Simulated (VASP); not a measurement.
A convergence study with VASP on CdSe (wurtzite): a few settings are varied, all else stays as given below, so the limit is that of these other settings.

```
CELL_PARAMETERS angstrom
      2.15000    -3.72391     0.00000
      2.15000     3.72391     0.00000
      0.00000     0.00000     7.01000
ATOMIC_POSITIONS crystal
  Cd 0.66667 0.33333 0.50000
  Cd 0.33333 0.66667 0.00000
  Se 0.66667 0.33333 0.87600
  Se 0.33333 0.66667 0.37600
```

These are PBE GGA, VASP's PBE PAW potentials (set 64) (plane waves; VASP) values and carry that method's errors. The last row used: 550 eV cut-off, 13×13×7 Γ-centred mesh, second-order Methfessel-Paxton smearing of 0.40 eV, potentials Cd Se.

```tsv
setting	E (eV/atom)	pressure (GPa)	irreducible k-points
ISMEAR = -1, SIGMA = 0.01, 3×3×2 mesh	-2.6768	3.69	6
ISMEAR = -1, SIGMA = 0.1, 3×3×2 mesh	-2.6764	3.72	6
ISMEAR = 0, SIGMA = 0.01, 3×3×2 mesh	-2.6768	3.69	6
ISMEAR = 0, SIGMA = 0.2, 3×3×2 mesh	-2.6767	3.71	6
ISMEAR = 1, SIGMA = 0.05, 3×3×2 mesh	-2.6768	3.69	6
ISMEAR = 1, SIGMA = 0.2, 3×3×2 mesh	-2.6765	3.69	6
ISMEAR = 2, SIGMA = 0.05, 3×3×2 mesh	-2.6768	3.69	6
ISMEAR = 2, SIGMA = 0.2, 3×3×2 mesh	-2.6765	3.69	6
ISMEAR = -1, SIGMA = 0.01, 7×7×4 mesh	-2.7302	3.31	24
ISMEAR = -1, SIGMA = 0.2, 7×7×4 mesh	-2.7298	3.33	24
ISMEAR = 0, SIGMA = 0.01, 7×7×4 mesh	-2.7302	3.31	24
ISMEAR = 0, SIGMA = 0.4, 7×7×4 mesh	-2.7300	3.32	24
ISMEAR = 1, SIGMA = 0.05, 7×7×4 mesh	-2.7302	3.31	24
ISMEAR = 1, SIGMA = 0.4, 7×7×4 mesh	-2.7303	3.28	24
ISMEAR = 2, SIGMA = 0.05, 7×7×4 mesh	-2.7302	3.31	24
ISMEAR = 2, SIGMA = 0.4, 7×7×4 mesh	-2.7301	3.31	24
ISMEAR = -1, SIGMA = 0.05, 13×13×7 mesh	-2.7308	3.31	84
ISMEAR = -1, SIGMA = 0.2, 13×13×7 mesh	-2.7303	3.32	84
ISMEAR = 0, SIGMA = 0.1, 13×13×7 mesh	-2.7308	3.31	84
ISMEAR = 0, SIGMA = 0.4, 13×13×7 mesh	-2.7307	3.31	84
ISMEAR = 1, SIGMA = 0.1, 13×13×7 mesh	-2.7308	3.31	84
ISMEAR = 1, SIGMA = 0.4, 13×13×7 mesh	-2.7308	3.28	84
ISMEAR = 2, SIGMA = 0.1, 13×13×7 mesh	-2.7308	3.31	84
ISMEAR = 2, SIGMA = 0.4, 13×13×7 mesh	-2.7306	3.30	84
```

Left out are rungs that failed or repeat a setting and relaxations that didn't move; long series are thinned to 24 rows.

The compound is CdSe in the wurtzite structure. The cell was not relaxed at this level.
